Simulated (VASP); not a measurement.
These are r2SCAN meta-GGA, VASP's PBE PAW potentials (set 64) (plane waves; VASP) values and carry that method's errors.

VASP input:

File KPOINTS:
```
Regular mesh
0
G
 13 13 13
```

File POSCAR:
```
HfN
1
    0.0000000000     2.2600000000     2.2600000000
    2.2600000000     0.0000000000     2.2600000000
    2.2600000000     2.2600000000     0.0000000000
Hf N
1 1
Direct
  0.0000000000   0.0000000000   0.0000000000
  0.5000000000   0.5000000000   0.5000000000
```

INCAR:
```
ALGO=Normal
EDIFF=1E-6
EDIFFG=-0.01
ENCUT=530
IBRION=2
ISIF=3
ISMEAR=1
LASPH=.TRUE.
LCHARG=.FALSE.
LMAXMIX=6
LMIXTAU=.TRUE.
LREAL=.FALSE.
LWAVE=.FALSE.
METAGGA=R2SCAN
NELM=100
NSW=60
PREC=Accurate
SIGMA=0.1
SYSTEM=HfN
```

POTCAR, in this order: Hf_pv N (PBE.64 set). Program: vasp_std.

Output

**OSZICAR**
```
       N       E                     dE             d eps       ncg     rms          rms(c)
DAV:   1     0.135883155568E+01    0.13588E+01   -0.85715E+03  1848   0.134E+03
DAV:   2    -0.628629056313E+02   -0.64222E+02   -0.60764E+02  2586   0.264E+02
DAV:   3    -0.651720413535E+02   -0.23091E+01   -0.22469E+01  2404   0.421E+01
DAV:   4    -0.651953074356E+02   -0.23266E-01   -0.23249E-01  2237   0.415E+00
DAV:   5    -0.651957122017E+02   -0.40477E-03   -0.40181E-03  2449   0.406E-01    0.532E+01
DAV:   6    -0.576324230039E+02    0.75633E+01   -0.10674E+01  2168   0.274E+01    0.383E+01
DAV:   7    -0.589628930976E+02   -0.13305E+01   -0.86034E-01  2199   0.965E+00    0.235E+01
DAV:   8    -0.561518995005E+02    0.28110E+01   -0.63188E-01  2118   0.942E+00    0.865E+00
DAV:   9    -0.581597221145E+02   -0.20078E+01   -0.73633E-01  2088   0.991E+00    0.360E+00
DAV:  10    -0.582561547941E+02   -0.96433E-01   -0.29637E-01  2186   0.510E+00    0.242E+00
DAV:  11    -0.582351802254E+02    0.20975E-01   -0.19140E-02  2077   0.146E+00    0.138E+00
DAV:  12    -0.582347127038E+02    0.46752E-03   -0.13061E-02  2193   0.807E-01    0.462E-01
DAV:  13    -0.582345157020E+02    0.19700E-03   -0.24523E-03  2252   0.443E-01    0.430E-02
DAV:  14    -0.582348442039E+02   -0.32850E-03   -0.26016E-04  2034   0.177E-01    0.391E-02
DAV:  15    -0.582348009146E+02    0.43289E-04   -0.17270E-04  2353   0.138E-01    0.440E-02
DAV:  16    -0.582348159476E+02   -0.15033E-04   -0.77181E-06  2136   0.366E-02    0.494E-02
DAV:  17    -0.582348113796E+02    0.45680E-05   -0.21942E-05  2252   0.452E-02    0.234E-02
DAV:  18    -0.582348558860E+02   -0.44506E-04   -0.32529E-06  1956   0.290E-02    0.191E-02
DAV:  19    -0.582348535982E+02    0.22878E-05   -0.42963E-07  1047   0.698E-03    0.122E-02
DAV:  20    -0.582348576979E+02   -0.40997E-05   -0.85618E-07  1032   0.764E-03    0.368E-03
DAV:  21    -0.582348555434E+02    0.21545E-05   -0.23680E-07  1035   0.535E-03    0.291E-04
DAV:  22    -0.582348556226E+02   -0.79160E-07   -0.29786E-08  1020   0.164E-03
   1 F= -.58234856E+02 E0= -.58234722E+02  d E =-.582349E+02
       N       E                     dE             d eps       ncg     rms          rms(c)
DAV:   1    -0.582468692878E+02   -0.12014E-01   -0.42074E-01  1854   0.676E+00    0.235E+00
DAV:   2    -0.582346016401E+02    0.12268E-01   -0.26854E-02  1914   0.156E+00    0.830E-01
DAV:   3    -0.582327412178E+02    0.18604E-02   -0.71890E-03  2056   0.831E-01    0.842E-01
DAV:   4    -0.582325525661E+02    0.18865E-03   -0.85635E-04  2161   0.316E-01    0.500E-01
DAV:   5    -0.582324982844E+02    0.54282E-04   -0.42458E-04  2291   0.187E-01    0.876E-02
DAV:   6    -0.582325235714E+02   -0.25287E-04   -0.20308E-04  2010   0.180E-01    0.456E-02
DAV:   7    -0.582325805488E+02   -0.56977E-04   -0.19878E-05  2031   0.527E-02    0.691E-03
DAV:   8    -0.582325667111E+02    0.13838E-04   -0.25605E-06  2034   0.191E-02    0.105E-02
DAV:   9    -0.582325782697E+02   -0.11559E-04   -0.14159E-06  1106   0.143E-02    0.250E-03
DAV:  10    -0.582325731550E+02    0.51148E-05   -0.26001E-07   996   0.619E-03    0.113E-03
DAV:  11    -0.582325731902E+02   -0.35234E-07   -0.32240E-08   984   0.152E-03
   2 F= -.58232573E+02 E0= -.58232425E+02  d E =0.228243E-02
       N       E                     dE             d eps       ncg     rms          rms(c)
DAV:   1    -0.582419436295E+02   -0.93705E-02   -0.19780E-01  1848   0.462E+00    0.161E+00
DAV:   2    -0.582363623154E+02    0.55813E-02   -0.12971E-02  1890   0.108E+00    0.569E-01
DAV:   3    -0.582354605779E+02    0.90174E-03   -0.34525E-03  2061   0.570E-01    0.586E-01
DAV:   4    -0.582354610527E+02   -0.47480E-06   -0.41982E-04  2110   0.218E-01    0.348E-01
DAV:   5    -0.582353290001E+02    0.13205E-03   -0.22822E-04  2285   0.134E-01    0.552E-02
DAV:   6    -0.582354946915E+02   -0.16569E-03   -0.10616E-04  2004   0.129E-01    0.366E-02
DAV:   7    -0.582354799791E+02    0.14712E-04   -0.10381E-05  2040   0.376E-02    0.498E-03
DAV:   8    -0.582354887418E+02   -0.87627E-05   -0.11471E-06  1140   0.132E-02    0.624E-03
DAV:   9    -0.582354815000E+02    0.72418E-05   -0.71625E-07   990   0.102E-02    0.222E-03
DAV:  10    -0.582354837677E+02   -0.22678E-05   -0.64856E-08   978   0.260E-03    0.129E-03
DAV:  11    -0.582354838538E+02   -0.86052E-07   -0.83578E-09   960   0.848E-04
   3 F= -.58235484E+02 E0= -.58235346E+02  d E =-.628231E-03
```

File OUTCAR:
```
------------------------ aborting loop because EDIFF is reached ----------------------------------------
  FORCE on cell =-STRESS in cart. coord.  units (eV):
  Direction    XX          YY          ZZ          XY          YZ          ZX
  --------------------------------------------------------------------------------------
  Total       -0.0140293     -0.0140293     -0.0140293     -0.0000000     -0.0000000     -0.0000000
  in kB       -0.9789142     -0.9789142     -0.9789142     -0.0000000     -0.0000000     -0.0000000
  external PRESSURE =      -0.9789142 kB  Pullay stress =       0.0000000 kB
  volume of cell :       22.96
      direct lattice vectors                 reciprocal lattice vectors
    -0.000000000  2.255921375  2.255921375    -0.221638930  0.221638930  0.221638930
     2.255921375 -0.000000000  2.255921375     0.221638930 -0.221638930  0.221638930
     2.255921375  2.255921375 -0.000000000     0.221638930  0.221638930 -0.221638930
 POSITION                                       TOTAL-FORCE (eV/Angst)
 -----------------------------------------------------------------------------------
      0.00000      0.00000      0.00000        -0.000000     -0.000000     -0.000000
      2.25592      2.25592      2.25592         0.000000      0.000000      0.000000
 -----------------------------------------------------------------------------------
    total drift:                                0.000000     -0.000000     -0.000000
  FREE ENERGIE OF THE ION-ELECTRON SYSTEM (eV)
  ---------------------------------------------------
  free  energy   TOTEN  =       -58.2354838538 eV

  energy  without entropy=      -58.2350701327  energy(sigma->0) =      -58.23534595

 reached required accuracy - stopping structural energy minimisation
```
(Selected blocks of OUTCAR.)

CONTCAR:
```
HfN
   1.00000000000000
    -0.0000000000000000    2.2559213752882168    2.2559213752882168
     2.2559213752882168   -0.0000000000000000    2.2559213752882168
     2.2559213752882168    2.2559213752882168   -0.0000000000000000
  Hf              N
     1     1
Direct
     0.0000000000000000    0.0000000000000000    0.0000000000000000
     0.5000000000000000    0.5000000000000000    0.5000000000000000
```

The compound is HfN in the rock salt structure. This run relaxes it. Symmetry was kept, so distortions that lower it aren't found. The electron count is odd and the run is not spin-polarised, which forces a metal.
